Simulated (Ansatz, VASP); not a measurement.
# One calculation of TlPt, two programs

```xyz
6
Lattice="5.6788 0.0000 0.0000 -2.8394 4.9179 0.0000 0.0000 0.0000 4.7000" Properties=species:S:1:pos:R:3 pbc="T T T"
Tl   -1.4197    2.4590    0.0000
Tl    1.4197    2.4590    0.0000
Tl    2.8394    0.0000    0.0000
Pt    2.8394    1.6393    2.3500
Pt    0.0000    3.2786    2.3500
Pt    0.0000    0.0000    0.0000
```

Alike in both runs: task single point; functional PBE; k mesh 6 × 6 × 6; occupations fermi-dirac, width 0.05 eV; no spin polarisation.

|  | VASP | Ansatz |
| --- | --- | --- |
| version | VASP 6.6.1 | Ansatz 0.2.0 |
| potentials or method | VASP PAW PBE potentials, release 64 (Tl_d, Pt) | Ansatz PAW |
| plane-wave cutoff (eV) | 520 | 420 |
| valence electrons in the cell | 69 | 93 |

VASP gave:

```
gap on the k mesh at the Fermi level (eV)       : none
pressure (GPa)                                  : 8.1
largest component of the traceless stress (GPa) : 8.37
```

Q: Estimate Ansatz's values.

A: gap on the k mesh at the Fermi level (eV): none; pressure (GPa): 8.0; largest component of the traceless stress (GPa): 8.38.

A gap of «none» marks a metal or a gap that the smearing closes. With one functional, cell and mesh, what is left measures potentials, basis and numerics. The two sets of potentials don't hold the same shells in valence.

Spin-orbit coupling is left out, which matters for the levels of Pt, Tl.
